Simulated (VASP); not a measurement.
Method: optB88-vdW, VASP's PBE PAW potentials (set 64) (plane waves; VASP).

The input files of a VASP run:

**INCAR**
```
AGGAC = 0.0
ALGO = Normal
EDIFF = 1E-7
EDIFFG = -0.01
ENCUT = 520
GGA = BO
IBRION = 2
ISIF = 4
ISMEAR = 1
LASPH = T
LCHARG = F
LMAXMIX = 6
LREAL = F
LUSE_VDW = T
LWAVE = F
NELM = 100
NSW = 30
PARAM1 = 0.1833333333
PARAM2 = 0.22
PREC = Accurate
SIGMA = 0.1
SYSTEM = Dy
```

### POSCAR
```
Dy
1
    1.8089291064    -3.1331569192     0.0000000000
    1.8089291064     3.1331569192     0.0000000000
    0.0000000000     0.0000000000     5.6018149177
Dy
2
Direct
  0.3333330000   0.6666670000   0.2500000000
  0.6666670000   0.3333330000   0.7500000000
```

**KPOINTS**
```
Automatic mesh
0
Gamma
12 12 7
0 0 0
```

POTCAR, in this order: Dy_3 (PBE.64 set). Program: vasp_std.

The resulting files:

**OSZICAR**
```
       N       E                     dE             d eps       ncg     rms          rms(c)
DAV:   1     0.567103689969E+02    0.56710E+02   -0.87953E+03  1976   0.124E+03
DAV:   2    -0.120205227696E+00   -0.56831E+02   -0.55635E+02  1996   0.314E+02
DAV:   3    -0.351881049973E+01   -0.33986E+01   -0.32129E+01  2785   0.418E+01
DAV:   4    -0.367654853550E+01   -0.15774E+00   -0.15137E+00  2599   0.894E+00
DAV:   5    -0.368127822819E+01   -0.47297E-02   -0.47257E-02  2907   0.119E+00    0.233E+01
DAV:   6    -0.370034224991E+01   -0.19064E-01   -0.17642E-02  2859   0.123E+00    0.139E+01
DAV:   7    -0.371892233968E+01   -0.18580E-01   -0.35958E-02  2868   0.179E+00    0.225E-01
DAV:   8    -0.371928618361E+01   -0.36384E-03   -0.17693E-03  2416   0.349E-01    0.838E-02
DAV:   9    -0.371941766412E+01   -0.13148E-03   -0.33671E-04  2359   0.137E-01    0.382E-02
DAV:  10    -0.371941677009E+01    0.89403E-06   -0.78510E-05  2527   0.709E-02    0.724E-02
DAV:  11    -0.371941959924E+01   -0.28291E-05   -0.23664E-05  2321   0.348E-02    0.280E-03
DAV:  12    -0.371942001561E+01   -0.41637E-06   -0.13525E-06  3087   0.107E-02    0.584E-03
DAV:  13    -0.371941985470E+01    0.16091E-06   -0.16919E-07  1719   0.342E-03    0.815E-04
DAV:  14    -0.371941985296E+01    0.17367E-08   -0.25008E-08  1473   0.176E-03
   1 F= -.37194199E+01 E0= -.37190329E+01  d E =-.371942E+01
       N       E                     dE             d eps       ncg     rms          rms(c)
DAV:   1    -0.372144903109E+01   -0.20292E-02   -0.73076E-02  1976   0.205E+00    0.175E-01
DAV:   2    -0.372052699009E+01    0.92204E-03   -0.15320E-03  2591   0.424E-01    0.109E-01
DAV:   3    -0.372008606278E+01    0.44093E-03   -0.51317E-04  2572   0.187E-01    0.553E-02
DAV:   4    -0.372009010265E+01   -0.40399E-05   -0.94743E-05  2801   0.732E-02    0.274E-02
DAV:   5    -0.372009035198E+01   -0.24933E-06   -0.21569E-06  2651   0.111E-02    0.104E-02
DAV:   6    -0.372009022480E+01    0.12718E-06   -0.40720E-07  2528   0.477E-03    0.163E-03
DAV:   7    -0.372009021174E+01    0.13067E-07   -0.38929E-08  1213   0.191E-03
   2 F= -.37200902E+01 E0= -.37198116E+01  d E =-.670359E-03
       N       E                     dE             d eps       ncg     rms          rms(c)
DAV:   1    -0.372166013321E+01   -0.15699E-02   -0.72058E-02  1976   0.203E+00    0.174E-01
DAV:   2    -0.372074167910E+01    0.91845E-03   -0.15176E-03  2586   0.422E-01    0.107E-01
DAV:   3    -0.372030743696E+01    0.43424E-03   -0.49835E-04  2564   0.183E-01    0.571E-02
DAV:   4    -0.372031053963E+01   -0.31027E-05   -0.93444E-05  2825   0.727E-02    0.277E-02
DAV:   5    -0.372031073814E+01   -0.19850E-06   -0.19952E-06  2640   0.107E-02    0.977E-03
DAV:   6    -0.372031060882E+01    0.12931E-06   -0.43482E-07  2567   0.493E-03    0.134E-03
DAV:   7    -0.372031059648E+01    0.12341E-07   -0.41225E-08  1178   0.194E-03
   3 F= -.37203106E+01 E0= -.37201115E+01  d E =-.890744E-03
```

OUTCAR:
```
------------------------ aborting loop because EDIFF is reached ----------------------------------------
  FORCE on cell =-STRESS in cart. coord.  units (eV):
  Direction    XX          YY          ZZ          XY          YZ          ZX
  --------------------------------------------------------------------------------------
  Total       -0.5247103     -0.5247102     -0.5258588      0.0000000      0.0000000      0.0000000
  in kB      -13.2393812    -13.2393796    -13.2683606      0.0000000      0.0000000      0.0000000
  external PRESSURE =     -13.2490405 kB  Pullay stress =       0.0000000 kB
  volume of cell :       63.50
      direct lattice vectors                 reciprocal lattice vectors
     1.802118348 -3.121360351  0.000000000     0.277451257 -0.160186567  0.000000000
     1.802118348  3.121360351 -0.000000000     0.277451257  0.160186567  0.000000000
     0.000000000  0.000000000  5.644236867     0.000000000  0.000000000  0.177171870
 POSITION                                       TOTAL-FORCE (eV/Angst)
 -----------------------------------------------------------------------------------
      1.80212      1.04046      1.41106        -0.000000      0.000000      0.000000
      1.80212     -1.04046      4.23318         0.000000     -0.000000      0.000000
 -----------------------------------------------------------------------------------
    total drift:                                0.000000      0.000102     -0.000011
  FREE ENERGIE OF THE ION-ELECTRON SYSTEM (eV)
  ---------------------------------------------------
  free  energy   TOTEN  =        -3.7203105965 eV

  energy  without entropy=       -3.7197133436  energy(sigma->0) =       -3.72011151

 reached required accuracy - stopping structural energy minimisation
```
(Selected blocks of OUTCAR.)

File CONTCAR:
```
Dy
   1.00000000000000
     1.8021183476395097   -3.1213603510982137    0.0000000000000000
     1.8021183476395097    3.1213603510982137   -0.0000000000000000
     0.0000000000000000    0.0000000000000000    5.6442368671685799
  Dy
     2
Direct
     0.3333330000000032    0.6666669999999968    0.2500000000000000
     0.6666669999999968    0.3333330000000032    0.7500000000000000
```

The 4f electrons are frozen in the core of the lanthanide potential, so 4f levels, which can set the real gap, and their magnetism are missing.

The compound is Dy in the hcp structure. This cell is one point of a volume scan, at 1.03 of the reference volume. Symmetry was kept, so distortions that lower it aren't found.
